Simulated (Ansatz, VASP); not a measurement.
# BeHg in two plane-wave programs

One calculation is typed for both programs; each brings its own data sets. How far apart do they land? The cell is generated by rule, not measured, and may not be a known phase. The cell is taken from a series of runs on this material, whose earlier steps may have relaxed, scaled, displaced or heated it; both programs get it as it stands.

Method: plane waves, with VASP 6.6.1 beside it; zone-centre phonons at PBEsol, in Ansatz 0.2.0.

The structure was built from a prototype and need not be the compound's stable phase.

### 1. Starting point

The structure is orthorhombic, space group Cmmm (No. 65). The conventional cell has a = 6.090 Å, b = 6.481 Å, c = 2.987 Å, α = 90.00°, β = 90.00°, γ = 90.00°. Nearest to Be lie 1 Be at 2.37 Å and 8 Hg at 2.62 to 2.79 Å. Nearest to Hg lie 8 Be at 2.62 to 2.79 Å and 1 Hg at 2.87 Å. Farther neighbours are not listed.

### 2. VASP: zone-centre phonons, PBEsol

Second derivatives magnify differences that forces hide, and they need a tight electronic threshold.

Lines of VASP's logs that name or quote its potential files are left out, and so is its time.

File INCAR:

```
SYSTEM = BeHg
PREC = Accurate
ENCUT = 600
EDIFF = 1E-08
NELM = 120
ISMEAR = 1
SIGMA = 0.15
LREAL = .FALSE.
ALGO = Normal
GGA = PS
NBANDS = 20
LORBIT = 11
LWAVE = .FALSE.
LCHARG = .FALSE.
ISIF = 2
IBRION = 8
LASPH = .TRUE.
GGA_COMPAT = .FALSE.
KPAR = 2
```

File POSCAR:

```
BeHg
1.0
    3.0448850306     -3.2402601265      0.0000000000
    3.0448850306      3.2402601265      0.0000000000
    0.0000000000      0.0000000000      2.9868620125
Be Hg
2 2
Direct
    0.1942106818      0.1942106818      0.5000000000
    0.8057893182      0.8057893182      0.5000000000
    0.7215997783      0.2784002217      0.0000000000
    0.2784002217      0.7215997783      0.0000000000
```

File KPOINTS:

```
Automatic mesh
0
Gamma
8 8 12
0 0 0
```

PAW data sets: Be and Hg (PBE family, release 64).

Command:

```bash
> mpirun -np 2 vasp_std
```

Numbers of over 12 decimals in the logs are rounded to 6 here.

Log:

```text
[banner, memory and clock lines left out]
running    2 mpi-ranks, on    1 nodes
 distrk:  each k-point on    1 cores,    2 groups
 distr:  one band on    1 cores,    1 groups

 POSCAR found type information on POSCAR BeHg
 POSCAR found :  2 types and       4 ions
|                                                                             |
|               ----> ADVICE to this user running VASP <----                  |
|                                                                             |
|     You enforced a specific xc type in the INCAR file but a different       |
|     [... a line on the potential file left out ...]
|     I HOPE YOU KNOW WHAT YOU ARE DOING!                                     |
|                                                                             |

 LDA part: xc-table for (Slater+PW92), standard interpolation
 POSCAR, INCAR and KPOINTS ok, starting setup
 FFT: planning ... GRIDC
 FFT: planning ... GRID_SOFT
 FFT: planning ... GRID
 WAVECAR not read
 entering main loop
       N       E                     dE             d eps       ncg     rms          rms(c)
DAV:   1     0.203466638756E+03    0.20347E+03   -0.15039E+04  5880   0.149E+03
DAV:   2    -0.242419270644E+01   -0.20589E+03   -0.19718E+03  6056   0.350E+02
DAV:   3    -0.844936603406E+01   -0.60252E+01   -0.59483E+01  7296   0.635E+01
DAV:   4    -0.848317170805E+01   -0.33806E-01   -0.33748E-01  6520   0.437E+00
DAV:   5    -0.848333829581E+01   -0.16659E-03   -0.16656E-03  7012   0.285E-01    0.109E+01
DAV:   6    -0.750220234246E+01    0.98114E+00   -0.27118E+00  7088   0.185E+01    0.813E+00
DAV:   7    -0.747070503654E+01    0.31497E-01   -0.22974E-01  6636   0.326E+00    0.422E+00
DAV:   8    -0.745810900898E+01    0.12596E-01   -0.15560E-02  6296   0.144E+00    0.188E-01
DAV:   9    -0.745769538371E+01    0.41363E-03   -0.15557E-03  6896   0.477E-01    0.648E-02
DAV:  10    -0.745766746107E+01    0.27923E-04   -0.98836E-05  6512   0.783E-02    0.226E-02
DAV:  11    -0.745766724545E+01    0.21562E-06   -0.16398E-05  6892   0.362E-02    0.576E-03
DAV:  12    -0.745766712251E+01    0.12294E-06   -0.21553E-06  6596   0.153E-02    0.176E-03
DAV:  13    -0.745766712451E+01   -0.20013E-08   -0.16772E-07  6620   0.451E-03    0.100E-03
DAV:  14    -0.745766710484E+01    0.19675E-07   -0.89712E-09  3864   0.724E-04    0.127E-04
DAV:  15    -0.745766709926E+01    0.55738E-08   -0.18010E-09  3268   0.446E-04
   1 F= -.74576671E+01 E0= -.74578023E+01  d E =0.405606E-03
 Linear response reoptimize wavefunctions to high precision
DAV:   1    -0.745766710154E+01   -0.22801E-08   -0.12991E-10  3380   0.927E-05
DAV:   2    -0.745766710150E+01    0.43201E-10   -0.61714E-12  3192   0.194E-05
 Linear response DOF=           6
 Linear response progress:
  Degree of freedom:   1/  6
       N       E                     dE             d eps       ncg     rms          rms(c)
RMM:   1    -0.933124355767E-02   -0.93312E-02    0.98788E-03 12165   0.483E-01
RMM:   2    -0.914370482764E-02    0.18754E-03   -0.31879E-04  9182   0.106E-01    0.613E-02
RMM:   3    -0.909237499395E-02    0.51330E-04   -0.19260E-04  9223   0.640E-02    0.269E-02
RMM:   4    -0.913896282747E-02   -0.46588E-04   -0.45249E-05  9363   0.315E-02    0.750E-03
RMM:   5    -0.915147726693E-02   -0.12514E-04   -0.16789E-06  9468   0.725E-03    0.268E-03
RMM:   6    -0.915415602061E-02   -0.26788E-05   -0.98119E-08  9499   0.220E-03    0.596E-04
RMM:   7    -0.915326828320E-02    0.88774E-06   -0.87699E-09  9492   0.603E-04    0.104E-04
RMM:   8    -0.915332296491E-02   -0.54682E-07   -0.10835E-09  9596   0.139E-04    0.400E-05
RMM:   9    -0.915321152031E-02    0.11144E-06   -0.13409E-10  9575   0.396E-05    0.618E-06
RMM:  10    -0.915320250122E-02    0.90191E-08    0.21255E-10  9815   0.961E-06    0.152E-06
 first order change of Fermi-energy   0.37371E+00
 force on displaced ion       1 direction 1 :  -2.908  -0.000   0.000
 Linear response progress:
  Degree of freedom:   2/  6
       N       E                     dE             d eps       ncg     rms          rms(c)
RMM:   1    -0.889975710420E-02   -0.88998E-02    0.10294E-02 22382   0.513E-01
RMM:   2    -0.861678986465E-02    0.28297E-03   -0.31100E-04 14870   0.124E-01    0.661E-02
RMM:   3    -0.858969786734E-02    0.27092E-04   -0.13482E-04 15069   0.581E-02    0.324E-02
RMM:   4    -0.862163130343E-02   -0.31933E-04   -0.42778E-05 15138   0.321E-02    0.851E-03
RMM:   5    -0.862651110778E-02   -0.48798E-05   -0.68075E-07 15313   0.634E-03    0.132E-03
RMM:   6    -0.862622964454E-02    0.28146E-06    0.10093E-07 15441   0.127E-03    0.236E-04
RMM:   7    -0.862559757655E-02    0.63207E-06    0.67862E-08 15412   0.266E-04    0.116E-04
RMM:   8    -0.862536353527E-02    0.23404E-06    0.22951E-08 15541   0.113E-04    0.118E-05
RMM:   9    -0.862535196661E-02    0.11569E-07    0.95345E-09 15671   0.159E-05    0.516E-06
RMM:  10    -0.862535693247E-02   -0.49659E-08    0.54409E-09 12751   0.564E-06    0.790E-07
 first order change of Fermi-energy   0.42402E-05
 force on displaced ion       1 direction 2 :  -0.000  -2.429   0.000
 Linear response progress:
  Degree of freedom:   3/  6
       N       E                     dE             d eps       ncg     rms          rms(c)
RMM:   1    -0.640390807261E-02   -0.64039E-02   -0.93868E-04 15635   0.392E-01
RMM:   2    -0.633430220161E-02    0.69606E-04   -0.13401E-04 13792   0.758E-02    0.406E-02
RMM:   3    -0.633709474700E-02   -0.27925E-05   -0.38428E-05 14099   0.331E-02    0.211E-02
RMM:   4    -0.638619705139E-02   -0.49102E-04   -0.27544E-05 14073   0.274E-02    0.450E-03
RMM:   5    -0.639174614537E-02   -0.55491E-05   -0.63700E-07 14323   0.494E-03    0.468E-04
RMM:   6    -0.639092050179E-02    0.82564E-06   -0.51634E-10 14436   0.372E-04    0.200E-04
RMM:   7    -0.639030862015E-02    0.61188E-06   -0.26852E-10 14327   0.152E-04    0.167E-05
RMM:   8    -0.639030818103E-02    0.43912E-09    0.71612E-11 14335   0.126E-05    0.712E-06
 first order change of Fermi-energy  -0.61056E-04
 force on displaced ion       1 direction 3 :   0.002   0.000  -1.259
 Linear response progress:
  Degree of freedom:   4/  6
       N       E                     dE             d eps       ncg     rms          rms(c)
RMM:   1    -0.384908371450E+00   -0.38491E+00   -0.14705E-01 15022   0.271E+00
RMM:   2    -0.382565865251E+00    0.23425E-02   -0.12265E-03 14400   0.282E-01    0.669E-02
RMM:   3    -0.382066924091E+00    0.49894E-03   -0.17282E-04 14868   0.738E-02    0.384E-02
RMM:   4    -0.381782779665E+00    0.28414E-03   -0.76682E-05 15611   0.507E-02    0.153E-02
RMM:   5    -0.381735148047E+00    0.47632E-04   -0.35139E-06 15582   0.988E-03    0.221E-03
RMM:   6    -0.381713174627E+00    0.21973E-04   -0.23471E-07 16060   0.251E-03    0.999E-04
RMM:   7    -0.381709116854E+00    0.40578E-05   -0.28021E-08 15314   0.934E-04    0.200E-04
RMM:   8    -0.381705675004E+00    0.34419E-05    0.66564E-09 16158   0.214E-04    0.226E-05
RMM:   9    -0.381705619942E+00    0.55061E-07    0.72651E-09 16337   0.291E-05    0.127E-05
RMM:  10    -0.381705573040E+00    0.46902E-07    0.59745E-09 15868   0.226E-05    0.102E-06
RMM:  11    -0.381705574322E+00   -0.12820E-08    0.59506E-09 10615   0.152E-05    0.454E-07
 first order change of Fermi-energy   0.25154E-04
 force on displaced ion       3 direction 1 :  -4.185  -0.000   0.000
 Linear response progress:
  Degree of freedom:   5/  6
       N       E                     dE             d eps       ncg     rms          rms(c)
RMM:   1    -0.383582703003E+00   -0.38358E+00   -0.14280E-01  9251   0.272E+00
RMM:   2    -0.381372976300E+00    0.22097E-02   -0.11610E-03  8915   0.274E-01    0.861E-02
RMM:   3    -0.380881760955E+00    0.49122E-03   -0.14241E-04  9075   0.691E-02    0.532E-02
RMM:   4    -0.380569333073E+00    0.31243E-03   -0.71772E-05  9504   0.495E-02    0.176E-02
RMM:   5    -0.380528547710E+00    0.40785E-04   -0.18803E-06  9689   0.790E-03    0.478E-03
RMM:   6    -0.380510578167E+00    0.17970E-04   -0.11064E-07  9765   0.180E-03    0.111E-03
RMM:   7    -0.380503701680E+00    0.68765E-05   -0.29180E-08  9657   0.897E-04    0.164E-04
RMM:   8    -0.380501416757E+00    0.22849E-05   -0.63769E-09  9897   0.173E-04    0.491E-05
RMM:   9    -0.380500852709E+00    0.56405E-06   -0.23983E-09 10004   0.595E-05    0.106E-05
RMM:  10    -0.380500784847E+00    0.67862E-07   -0.13159E-09  9894   0.298E-05    0.344E-06
RMM:  11    -0.380500771181E+00    0.13666E-07   -0.19825E-09  8277   0.223E-05    0.782E-07
RMM:  12    -0.380500770202E+00    0.97849E-09   -0.12466E-09  4976   0.213E-05    0.140E-07
 first order change of Fermi-energy   0.47672E-01
 force on displaced ion       3 direction 2 :  -0.000  -5.942   0.000
 Linear response progress:
  Degree of freedom:   6/  6
       N       E                     dE             d eps       ncg     rms          rms(c)
RMM:   1    -0.357944648407E+00   -0.35794E+00   -0.13551E-01 13890   0.265E+00
RMM:   2    -0.357396686968E+00    0.54796E-03   -0.77792E-04 13445   0.229E-01    0.563E-02
RMM:   3    -0.357029297773E+00    0.36739E-03   -0.71334E-05 13850   0.523E-02    0.302E-02
RMM:   4    -0.356749585637E+00    0.27971E-03   -0.71758E-05 14200   0.510E-02    0.868E-03
RMM:   5    -0.356747294206E+00    0.22914E-05   -0.17128E-06 14018   0.789E-03    0.104E-03
RMM:   6    -0.356730850897E+00    0.16443E-04   -0.17734E-07 14133   0.251E-03    0.608E-04
RMM:   7    -0.356725864809E+00    0.49861E-05   -0.68255E-09 14718   0.534E-04    0.536E-05
RMM:   8    -0.356725393619E+00    0.47119E-06   -0.92095E-10 14998   0.902E-05    0.132E-05
RMM:   9    -0.356725240629E+00    0.15299E-06   -0.10023E-09 15138   0.278E-05    0.425E-06
RMM:  10    -0.356725232641E+00    0.79880E-08   -0.15418E-09 12330   0.172E-05    0.352E-07
 first order change of Fermi-energy   0.12413E-03
 force on displaced ion       3 direction 3 :  -0.000   0.001  -0.263
 Linear response finished
```

OUTCAR, selected parts (step 2):

```text
ion  position               nearest neighbor table
   1  0.194  0.194  0.500-   2 2.37   3 2.62   4 2.62   3 2.62   4 2.62   3 2.79   4 2.79   4 2.79
                             3 2.79
   2  0.806  0.806  0.500-   1 2.37   3 2.62   4 2.62   3 2.62   4 2.62   3 2.79   3 2.79   4 2.79
                             4 2.79
   3  0.722  0.278  0.000-   1 2.62   2 2.62   1 2.62   2 2.62   2 2.79   2 2.79   1 2.79   1 2.79
                             4 2.87   4 3.07   4 3.07   4 3.61
   4  0.278  0.722  0.000-   1 2.62   2 2.62   1 2.62   2 2.62   2 2.79   2 2.79   1 2.79   1 2.79
                             3 2.87   3 3.07   3 3.07   3 3.61

  LATTYP: Found a base centered orthorhombic cell.
 ALAT       =     6.0897700612
 B/A-ratio  =     1.0641650157
 C/A-ratio  =     0.4904720511

 Subroutine GETGRP returns: Found  8 space group operations
 (whereof  8 operations were pure point group operations)

The static configuration has the point symmetry D_2h.

 Found    147 irreducible k-points:

   k-points           NKPTS =    147   k-points in BZ     NKDIM =    147   number of bands    NBANDS=     20

   dimension x,y,z NGX =    36 NGY =   36 NGZ =   24
   dimension x,y,z NGXF=    72 NGYF=   72 NGZF=   48

   ENCUT  =  600.0 eV  44.10 Ry    6.64 a.u.   8.88  8.88  5.97*2*pi/ulx,y,z

   NELECT =      28.0000    total number of electrons

 k-points in reciprocal lattice and weights: Automatic mesh
   0.00000000  0.00000000  0.00000000       0.001
   0.12500000  0.00000000  0.00000000       0.005
   0.25000000  0.00000000  0.00000000       0.005
   0.37500000  0.00000000  0.00000000       0.005
   0.50000000  0.00000000  0.00000000       0.003
   0.12500000  0.12500000  0.00000000       0.003
   0.25000000  0.12500000  0.00000000       0.005
   0.37500000  0.12500000  0.00000000       0.005
   0.50000000  0.12500000  0.00000000       0.005
[...]
-0.37500000  0.37500000  0.50000000       0.003
   0.50000000  0.50000000  0.50000000       0.001

 average (electrostatic) potential at core
       1 -36.0648       2 -36.0648       3 -39.1053       4 -39.1053

  Total        0.2376953      0.2486983      0.2370897      0.0000000      0.0000000      0.0000000
  in kB        6.4615277      6.7606352      6.4450669      0.0000000      0.0000000      0.0000000
  external PRESSURE =       6.5557433 kB  Pullay stress =       0.0000000 kB

  energy-cutoff  :      600.00
  volume of cell :       58.94
      direct lattice vectors                 reciprocal lattice vectors
     3.044885031 -3.240260126  0.000000000     0.164209813 -0.154308599  0.000000000
     3.044885031  3.240260126  0.000000000     0.164209813  0.154308599  0.000000000
     0.000000000  0.000000000  2.986862013     0.000000000  0.000000000  0.334799531

 POSITION                                       TOTAL-FORCE (eV/Angst)
 -----------------------------------------------------------------------------------
      1.18270      0.00000      1.49343         0.004015      0.000000     -0.000000
      4.90707      0.00000      1.49343        -0.004015      0.000000     -0.000000
      3.04489     -1.43608      0.00000         0.000000     -0.020935     -0.000000
      3.04489      1.43608      0.00000         0.000000      0.020935      0.000000
 -----------------------------------------------------------------------------------
    total drift:                                0.000000      0.000000      0.000000

 Eigenvectors and eigenvalues of the dynamical matrix
 ----------------------------------------------------

   1 f  =   11.488491 THz    72.184320 2PiTHz  383.214823 cm-1    47.512561 meV
             X         Y         Z           dx          dy          dz
      1.182698  0.000000  1.493431    -0.699635    0.000000    0.000000
      4.907072  0.000000  1.493431     0.699635   -0.000000    0.000000
      3.044885 -1.436082  0.000000    -0.000000   -0.102525    0.000000
      3.044885  1.436082  0.000000     0.000000    0.102525   -0.000000

   2 f  =    8.523650 THz    53.555673 2PiTHz  284.318363 cm-1    35.250968 meV
             X         Y         Z           dx          dy          dz
      1.182698  0.000000  1.493431     0.000000    0.682210    0.000000
      4.907072  0.000000  1.493431    -0.000000   -0.682210   -0.000000
      3.044885 -1.436082  0.000000     0.185984    0.000000    0.000000
      3.044885  1.436082  0.000000    -0.185984    0.000000    0.000000

   3 f  =    8.164994 THz    51.302171 2PiTHz  272.354888 cm-1    33.767687 meV
             X         Y         Z           dx          dy          dz
      1.182698  0.000000  1.493431     0.000000   -0.691744    0.000000
      4.907072  0.000000  1.493431     0.000000   -0.691744    0.000000
      3.044885 -1.436082  0.000000    -0.000000    0.146597   -0.000000
      3.044885  1.436082  0.000000     0.000000    0.146597   -0.000000

   4 f  =    6.761296 THz    42.482473 2PiTHz  225.532544 cm-1    27.962459 meV
             X         Y         Z           dx          dy          dz
      1.182698  0.000000  1.493431    -0.000000   -0.000000    0.707107
      4.907072  0.000000  1.493431    -0.000000    0.000000   -0.707107
      3.044885 -1.436082  0.000000     0.000000    0.000000    0.000000
      3.044885  1.436082  0.000000    -0.000000    0.000000    0.000000

   5 f  =    5.439122 THz    34.175014 2PiTHz  181.429592 cm-1    22.494392 meV
             X         Y         Z           dx          dy          dz
      1.182698  0.000000  1.493431    -0.691897   -0.000000   -0.000000
      4.907072  0.000000  1.493431    -0.691897   -0.000000    0.000000
      3.044885 -1.436082  0.000000     0.145872    0.000000    0.000000
      3.044885  1.436082  0.000000     0.145872   -0.000000    0.000000

   6 f  =    4.856074 THz    30.511612 2PiTHz  161.981190 cm-1    20.083099 meV
             X         Y         Z           dx          dy          dz
      1.182698  0.000000  1.493431     0.000000    0.000000    0.691920
      4.907072  0.000000  1.493431    -0.000000    0.000000    0.691920
      3.044885 -1.436082  0.000000     0.000000   -0.000000   -0.145761
      3.044885  1.436082  0.000000     0.000000    0.000000   -0.145761

   7 f  =    3.004869 THz    18.880147 2PiTHz  100.231632 cm-1    12.427133 meV
             X         Y         Z           dx          dy          dz
      1.182698  0.000000  1.493431    -0.102525   -0.000000   -0.000000
      4.907072  0.000000  1.493431     0.102525    0.000000   -0.000000
      3.044885 -1.436082  0.000000     0.000000    0.699635   -0.000000
      3.044885  1.436082  0.000000    -0.000000   -0.699635   -0.000000

   8 f  =    2.050454 THz    12.883381 2PiTHz   68.395777 cm-1     8.479992 meV
             X         Y         Z           dx          dy          dz
      1.182698  0.000000  1.493431     0.000000   -0.185984   -0.000000
      4.907072  0.000000  1.493431    -0.000000    0.185984    0.000000
      3.044885 -1.436082  0.000000     0.682210    0.000000    0.000000
      3.044885  1.436082  0.000000    -0.682210    0.000000   -0.000000

   9 f/i=    0.000382 THz     0.002398 2PiTHz    0.012730 cm-1     0.001578 meV
             X         Y         Z           dx          dy          dz
      1.182698  0.000000  1.493431    -0.000000    0.146597    0.000000
      4.907072  0.000000  1.493431    -0.000000    0.146597    0.000000
      3.044885 -1.436082  0.000000    -0.000000    0.691744    0.000000
      3.044885  1.436082  0.000000    -0.000000    0.691744    0.000000

  10 f/i=    0.005954 THz     0.037407 2PiTHz    0.198590 cm-1     0.024622 meV
             X         Y         Z           dx          dy          dz
      1.182698  0.000000  1.493431    -0.145872   -0.000000   -0.000000
      4.907072  0.000000  1.493431    -0.145872   -0.000000   -0.000000
      3.044885 -1.436082  0.000000    -0.691897   -0.000000   -0.000000
      3.044885  1.436082  0.000000    -0.691897   -0.000000   -0.000000

  11 f/i=    0.006098 THz     0.038316 2PiTHz    0.203414 cm-1     0.025220 meV
             X         Y         Z           dx          dy          dz
      1.182698  0.000000  1.493431    -0.000000   -0.000000    0.145761
      4.907072  0.000000  1.493431    -0.000000   -0.000000    0.145761
      3.044885 -1.436082  0.000000    -0.000000   -0.000000    0.691920
      3.044885  1.436082  0.000000    -0.000000   -0.000000    0.691920

  12 f/i=    0.601935 THz     3.782071 2PiTHz   20.078402 cm-1     2.489404 meV
             X         Y         Z           dx          dy          dz
      1.182698  0.000000  1.493431    -0.000000   -0.000000   -0.000000
      4.907072  0.000000  1.493431    -0.000000    0.000000   -0.000000
      3.044885 -1.436082  0.000000    -0.000000    0.000000    0.707107
      3.044885  1.436082  0.000000    -0.000000    0.000000   -0.707107

 ELASTIC MODULI CONTR FROM IONIC RELAXATION (kBar)
 Direction    XX          YY          ZZ          XY          YZ          ZX
 --------------------------------------------------------------------------------
 XX         -42.3495    -30.3924    -23.5957      0.0000     -0.0000     -0.0000
 YY         -30.3924   -113.4350      6.8371      0.0000     -0.0000      0.0000
 ZZ         -23.5957      6.8371    -19.3138      0.0000      0.0000     -0.0000
 XY           0.0000      0.0000      0.0000   -255.3273      0.0000      0.0000
 YZ          -0.0000     -0.0000      0.0000      0.0000      0.0000      0.0000
 ZX          -0.0000      0.0000     -0.0000      0.0000      0.0000    -93.6709
 --------------------------------------------------------------------------------
```

(Continued in part 2 of 2.)

[Lines on the potential files, build, host, timing and source positions are cut from VASP's logs without a mark.]

[Logs are printed without paths, hosts, clocks, repeated set-up lines and the standing remarks that a program may print on its own settings, such as how far it seeks lower states.]

[Hosts, paths, dates, database ids (printed as entryN), source tags and the programs' standing remarks are cut or masked in the printed files.]
